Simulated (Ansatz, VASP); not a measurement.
# Mo (Mo(114)) in two plane-wave programs, part 3 of 3

One calculation is typed for both programs; each brings its own data sets. How far apart do they land? Of the first pair: The structure shown is the start of the Ansatz relaxation below; VASP solves that cell, so the two are compared at the walk's first step.

VASP 6.6.1 and Ansatz 0.2.0.

So far. Step 4 (Comparison): The forces differ by 8.7 meV/Å r.m.s., which is 1.4 % of the r.m.s. force of 0.622 eV/Å (both taken over all components). With vacuum in the cell, a pressure given here is an average over mostly empty space and none of the material.

## (5) Ansatz: relaxation, PBE

Level of this step: Ansatz beside VASP: Kohn-Sham DFT, plane waves, PBE (Ansatz).

This run makes the geometry at which the two programs are then compared.

The structure compared here is the end of the Ansatz relaxation.

input.yaml

```yaml
crystal:
  lattice:
    - [4.4547727215, 0.0, 0.0]
    - [-2.2273863607, 4.725, 0.0]
    - [0.0, 0.0, 27.1369318037]
  atoms:
    - { symbol: Mo, position: [0.7777777778, 0.5555555556, 0.2948011978] }
    - { symbol: Mo, position: [0.0555555556, 0.1111111111, 0.3221610381] }
    - { symbol: Mo, position: [0.3333333333, 0.6666666667, 0.3495208784] }
    - { symbol: Mo, position: [0.6111111111, 0.2222222222, 0.3768807187] }
    - { symbol: Mo, position: [0.8888888889, 0.7777777778, 0.404240559] }
    - { symbol: Mo, position: [0.1666666667, 0.3333333333, 0.4316003993] }
    - { symbol: Mo, position: [0.4444444444, 0.8888888889, 0.4589602396] }
    - { symbol: Mo, position: [0.7222222222, 0.4444444444, 0.4863200799] }
    - { symbol: Mo, position: [0.0, 0.0, 0.5136799201] }
    - { symbol: Mo, position: [0.2777777778, 0.5555555556, 0.5410397604] }
    - { symbol: Mo, position: [0.5555555556, 0.1111111111, 0.5683996007] }
    - { symbol: Mo, position: [0.8333333333, 0.6666666667, 0.595759441] }
    - { symbol: Mo, position: [0.1111111111, 0.2222222222, 0.6231192813] }
    - { symbol: Mo, position: [0.3888888889, 0.7777777778, 0.6504791216] }
    - { symbol: Mo, position: [0.6666666667, 0.3333333333, 0.6778389619] }
    - { symbol: Mo, position: [0.9444444444, 0.8888888889, 0.7051988022] }
hamiltonian:
  xc: pbe
kpoints:
  mp_grid: { grid: [10, 10, 1] }
scf:
  occupations: { method: methfessel_paxton, width: 0.1 }
  convergence: { dr2_threshold: 1.0e-09 }
efield:
  axis: 3
  dipole_correction: true
relax:
  f_tol: 0.01
  max_steps: 40
  constraints: [{ sites: [7, 8] }]
output:
  write_potential: true
  write_density: true
  volumetric_format: npy
  elf: true
```

The run is started by

```console
$ ansatz run input.yaml --threads 4 --pin off --max-ram 8192MiB --backend cpu --events-out ev --progress --plain --runs-dir out
```

Numbers of over 12 decimals in the logs are rounded to 6 here.

The program printed:

```text
[...]
Crystal: 16 atoms, lattice volume = 571.200 Å³
Basis set: ecut = 420 eV, 11211 PW (Γ), exchange–correlation on 60×72×384 points (8 copies of the dense FFT grid, shifted against one another)
Bands: 135, of which v1, the nominal top of the filled ones, is band 112 counted from 1 (111 counted from 0)
Symmetry: 2 space group operations
k-points: 31 of 100 (time reversal used)
[...]
- { symbol: Mo, position: [0.168870, 0.337740, 0.431826] }
    - { symbol: Mo, position: [0.445359, 0.890718, 0.458834] }
    - { symbol: Mo, position: [0.722222, 0.444444, 0.486320] }
[...]
- { symbol: Mo, position: [0.110244, 0.220488, 0.625804] }
    - { symbol: Mo, position: [0.389077, 0.778153, 0.651869] }
    - { symbol: Mo, position: [0.675515, 0.351030, 0.675011] }
    - { symbol: Mo, position: [0.936448, 0.872896, 0.698592] }
[key lines of the parts left out:]
Free energy (F): -79288.143979 eV
Fermi energy:    7.128971 eV
Dipole field:    D = 0.000000 V/Å  (p = 0.000000 e·Å, saw-weighted, corrected)
Work function:   Φ+ = 3.8068 eV   Φ− = 3.8068 eV
```

## (6) VASP: single point, PBE, relaxed cell, pair 2

The same cell, functional, mesh and smearing now go to VASP, with its own data sets.

INCAR

```
SYSTEM = Mo
PREC = Accurate
ENCUT = 400
EDIFF = 1E-06
NELM = 120
ISMEAR = 1
SIGMA = 0.1
LREAL = .FALSE.
ALGO = Normal
GGA = PE
NBANDS = 138
LASPH = .TRUE.
LORBIT = 11
LWAVE = .FALSE.
LCHARG = .FALSE.
ISIF = 2
LDIPOL = .TRUE.
IDIPOL = 3
DIPOL = 0.5 0.5 0.5
LVHAR = .TRUE.
GGA_COMPAT = .FALSE.
NELMDL = -8
KPAR = 4
```

POSCAR

```
Mo
1.0
    4.4547727215      0.0000000000      0.0000000000
   -2.2273863607      4.7250000000      0.0000000000
    0.0000000000      0.0000000000     27.1369318037
Mo
16
Direct
    0.7857744598      0.5715489195      0.3014082187
    0.0467071168      0.0934142336      0.3249889191
    0.3331456343      0.6662912685      0.3481309292
    0.6119783443      0.2239566886      0.3741960313
    0.8934583567      0.7869167135      0.4048084170
    0.1688701510      0.3377403020      0.4318261712
    0.4453592560      0.8907185120      0.4588341086
    0.7222222398      0.4444444795      0.4863200802
    0.0000000175      0.0000000351      0.5136799204
    0.2768630013      0.5537260025      0.5411658919
    0.5533521063      0.1067042125      0.5681738294
    0.8287639005      0.6575278011      0.5951915835
    0.1102439130      0.2204878260      0.6258039692
    0.3890766230      0.7781532460      0.6518690714
    0.6755151405      0.3510302809      0.6750110814
    0.9364477975      0.8728955950      0.6985917819
```

KPOINTS

```
Automatic mesh
0
Gamma
10 10 1
0 0 0
```

PAW data sets: Mo_sv (PBE family, release 64).

The run is started by

```console
$ mpirun -np 4 vasp_std
```

The program printed:

```text
[... set-up lines as in an earlier step ...]
 entering main loop
       N       E                     dE             d eps       ncg     rms          rms(c)
DAV:   1     0.223672672276E+04    0.22367E+04   -0.13095E+05 10844   0.126E+03
DAV:   2    -0.895031371824E+02   -0.23262E+04   -0.22512E+04  9508   0.436E+02
DAV:   3    -0.177190126900E+03   -0.87687E+02   -0.83832E+02 11680   0.721E+01
DAV:   4    -0.180291334610E+03   -0.31012E+01   -0.30267E+01 11040   0.103E+01
[...]
DAV:  34    -0.166807817363E+03   -0.48959E-05   -0.20431E-07  6088   0.827E-04    0.679E-04
DAV:  35    -0.166807818872E+03   -0.15086E-05   -0.10991E-07  5760   0.476E-04    0.172E-04
DAV:  36    -0.166807819366E+03   -0.49359E-06   -0.44204E-08  5280   0.305E-04
   1 F= -.16680782E+03 E0= -.16680754E+03  d E =-.830262E-03
```

OUTCAR, selected parts (step 6):

```text
  Total       -5.2994701     -6.1690366     -0.5857139     -0.0000000      0.0793308      0.0000000
  in kB      -14.8646581    -17.3037336     -1.6428883     -0.0000000      0.2225175      0.0000000
  external PRESSURE =     -11.2704266 kB  Pullay stress =       0.0000000 kB

 POSITION                                       TOTAL-FORCE (eV/Angst)
 -----------------------------------------------------------------------------------
      2.22739      2.70057      8.17929        -0.000000     -0.015494     -0.045455
      0.00000      0.44138      8.81920         0.000000      0.015816     -0.032321
      0.00000      3.14823      9.44721         0.000000      0.007512     -0.008225
      2.22739      1.05820     10.15453        -0.000000     -0.003121      0.006249
      2.22739      3.71818     10.98526        -0.000000     -0.007291      0.002701
      0.00000      1.59582     11.71844         0.000000      0.000568     -0.004265
      0.00000      4.20864     12.45135         0.000000      0.000595     -0.000693
      2.22739      2.10000     13.19723        -0.000000     -0.096262     -0.330924
     -0.00000      0.00000     13.93970         0.000000      0.096262      0.330924
      0.00000      2.61636     14.68558        -0.000000     -0.000595      0.000693
      2.22739      0.50418     15.41849        -0.000000     -0.000568      0.004265
      2.22739      3.10682     16.15167         0.000000      0.007291     -0.002701
      0.00000      1.04180     16.98240         0.000000      0.003121     -0.006249
      0.00000      3.67677     17.68973        -0.000000     -0.007512      0.008225
      2.22739      1.65862     18.31773        -0.000000     -0.015816      0.032321
      2.22739      4.12443     18.95764         0.000000      0.015494      0.045455
 -----------------------------------------------------------------------------------
    total drift:                               -0.000001      0.000017     -0.000370

  FREE ENERGIE OF THE ION-ELECTRON SYSTEM (eV)
  ---------------------------------------------------
  free  energy   TOTEN  =      -166.8078193656 eV

  energy  without entropy=     -166.8069891040  energy(sigma->0) =     -166.80754261

[... 2 parts as in an earlier step ...]

[... 1 further part left out ...]
[key lines of the parts left out:]
E-fermi :   3.4019
```

## (7) Differences

Both answers:

```
                                   quantity  Ansatz  VASP  difference
 work function, lower of the two faces (eV)    3.81  3.81        0.00
work function, higher of the two faces (eV)    3.81  3.81        0.00
```

Forces on 7 of the 16 atoms, those with the largest forces and the largest differences (eV/Å; atoms numbered as in POSCAR):

```
atom         Ansatz x, y, z           VASP x, y, z
 Mo1    0.000, 0.000, 0.000  0.000, -0.015, -0.045
 Mo2   0.000, 0.000, -0.001   0.000, 0.016, -0.032
 Mo8  0.000, -0.097, -0.332  0.000, -0.096, -0.331
 Mo9    0.000, 0.097, 0.332    0.000, 0.096, 0.331
Mo14   0.000, -0.002, 0.001   0.000, -0.008, 0.008
Mo15    0.000, 0.000, 0.001   0.000, -0.016, 0.032
Mo16    0.000, 0.000, 0.000    0.000, 0.015, 0.045
```

The forces differ by 12 meV/Å r.m.s., which is 17.3 % of the r.m.s. force of 0.071 eV/Å (both taken over all components). With vacuum in the cell, a pressure given here is an average over mostly empty space and none of the material.

## (8) Results

* r.m.s. force difference (single point, PBE, start cell, pair 1): 1.4 % of the r.m.s. force
* r.m.s. force difference (single point, PBE, relaxed cell, pair 2): 12 meV/Å

**Reading.** The r.m.s. force difference is 12 meV/Å (single point, PBE, relaxed cell, pair 2), at about the 12 meV/Å picked in this series as the mark of a large difference. What causes the difference of the single point, PBE, relaxed cell, pair 2 pair stays open here. Such differences can come from data sets, numerical settings and the points named under the comparisons, not from the functional's error against experiment.

[Lines on the potential files, build, host, timing and source positions are cut from VASP's logs without a mark.]

[Logs are printed without paths, hosts, clocks, repeated set-up lines and the standing remarks that a program may print on its own settings, such as how far it seeks lower states.]

[Hosts, paths, dates, database ids (printed as entryN), source tags and the programs' standing remarks are cut or masked in the printed files.]
